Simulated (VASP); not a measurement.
# Nb2CS2 (space group P-3m1): computed properties

Level of theory: PBEsol GGA, VASP's PBE PAW potentials (set 64) (plane waves; VASP 6.6.1).

```yaml
space_group: P-3m1 (164)
cell: a = 3.2409 Å, b = 3.2409 Å, c = 8.5940 Å, α = 90.00°, β = 90.00°, γ = 120.00°
volume_per_atom: 15.63 Å^3/atom
band gap (over mesh and band path): none (metal, semimetal or under 0.01 eV)
band_gap_with_spin_orbit_coupling: none (metallic)
density: 5.56 g/cm³
```

Space group P-3m1 (No. 164); a = b = 3.2409 Å, c = 8.5940 Å, α = β = 90.00°, γ = 120.00°

```json
[
 {"atom": "Nb", "site": "2d", "symmetry": "3m.", "x": "0.3333", "y": "0.6667", "z": "0.1380"},
 {"atom": "C", "site": "1a", "symmetry": "-3m.", "x": "0.0000", "y": "0.0000", "z": "0.0000"},
 {"atom": "S", "site": "2d", "symmetry": "3m.", "x": "0.6667", "y": "0.3333", "z": "0.3281"}
]
```

Without a dispersion term in the relaxation, distances and binding between the weakly bound layers, chains or molecules are unreliable, and so is what depends on them.

The structure comes from a computed database's Nb2CS2 entry (P-3m1); how it stands against other phases isn't given here. It was relaxed first, which changed the volume by -11 %. Symmetry was kept, so distortions that lower it aren't found.
